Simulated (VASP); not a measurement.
These are PBE GGA with D4 dispersion, VASP's PBE PAW potentials (set 64) (plane waves; VASP) values and carry that method's errors.

VASP ran on this input.

**KPOINTS**
```
Automatic
0
gamma
 9 9 9
0 0 0
```

### POSCAR
```
LiCl
1
    0.0000000000     2.5167775187     2.5167775187
    2.5167775187     0.0000000000     2.5167775187
    2.5167775187     2.5167775187     0.0000000000
Li Cl
1 1
Direct
  0.0000000000   0.0000000000   0.0000000000
  0.5000000000   0.5000000000   0.5000000000
```

**INCAR**
```
SYSTEM = LiCl
PREC = Accurate; ENCUT = 520; LREAL = .FALSE.
LASPH = .TRUE.
EDIFF = 1E-7; NELM = 100; ALGO = Normal
ISMEAR = 0; SIGMA = 0.05
GGA = PE; IVDW = 13
ISIF = 2
LWAVE = .FALSE.; LCHARG = .FALSE.
```

POTCAR, in this order: Li_sv Cl (PBE.64 set). Program: vasp_std.

The run wrote:

### OSZICAR
```
       N       E                     dE             d eps       ncg     rms          rms(c)
DAV:   1     0.415542044672E+02    0.41554E+02   -0.42615E+03   630   0.103E+03
DAV:   2    -0.558099788022E+01   -0.47135E+02   -0.45405E+02   841   0.162E+02
DAV:   3    -0.738962878624E+01   -0.18086E+01   -0.18064E+01   792   0.377E+01
DAV:   4    -0.742957603730E+01   -0.39947E-01   -0.39900E-01   989   0.524E+00
DAV:   5    -0.742991745376E+01   -0.34142E-03   -0.34140E-03   805   0.452E-01    0.247E+00
DAV:   6    -0.736451333271E+01    0.65404E-01   -0.15796E-01   715   0.234E+00    0.178E+00
DAV:   7    -0.736570596322E+01   -0.11926E-02   -0.55716E-02   918   0.155E+00    0.933E-01
DAV:   8    -0.736953145511E+01   -0.38255E-02   -0.81987E-03   726   0.763E-01    0.135E-01
DAV:   9    -0.736952000887E+01    0.11446E-04   -0.28710E-04   837   0.149E-01    0.371E-02
DAV:  10    -0.736957339590E+01   -0.53387E-04   -0.92364E-05   706   0.892E-02    0.179E-02
DAV:  11    -0.736957845043E+01   -0.50545E-05   -0.41057E-06   975   0.203E-02    0.651E-03
DAV:  12    -0.736957954170E+01   -0.10913E-05   -0.41259E-07   699   0.613E-03    0.171E-03
DAV:  13    -0.736957907713E+01    0.46457E-06   -0.57068E-08   455   0.235E-03    0.687E-04
DAV:  14    -0.736957907546E+01    0.16729E-08   -0.75645E-09   360   0.905E-04
   1 F= -.76277191E+01 E0= -.76277191E+01  d E =-.114099E-23
```

**OUTCAR**
```
------------------------ aborting loop because EDIFF is reached ----------------------------------------
  Edisp (eV):   -0.25814
  FORCE on cell =-STRESS in cart. coord.  units (eV):
  Direction    XX          YY          ZZ          XY          YZ          ZX
  --------------------------------------------------------------------------------------
  Total       0.21782     0.21782     0.21782     0.00000     0.00000     0.00000
  in kB      10.94547    10.94547    10.94547     0.00000     0.00000     0.00000
  external pressure =       10.95 kB  Pullay stress =        0.00 kB
  volume of cell :       31.88
      direct lattice vectors                 reciprocal lattice vectors
     0.000000000  2.516777519  2.516777519    -0.198666746  0.198666746  0.198666746
     2.516777519  0.000000000  2.516777519     0.198666746 -0.198666746  0.198666746
     2.516777519  2.516777519  0.000000000     0.198666746  0.198666746 -0.198666746
  FREE ENERGIE OF THE ION-ELECTRON SYSTEM (eV)
  ---------------------------------------------------
  free  energy   TOTEN  =        -7.6277190562 eV

  energy  without entropy=       -7.6277190562  energy(sigma->0) =       -7.62771906
```
(Selected blocks of OUTCAR.)

The compound is LiCl in the rock salt structure. This cell is one point of a volume scan, at 0.97 of the reference volume.
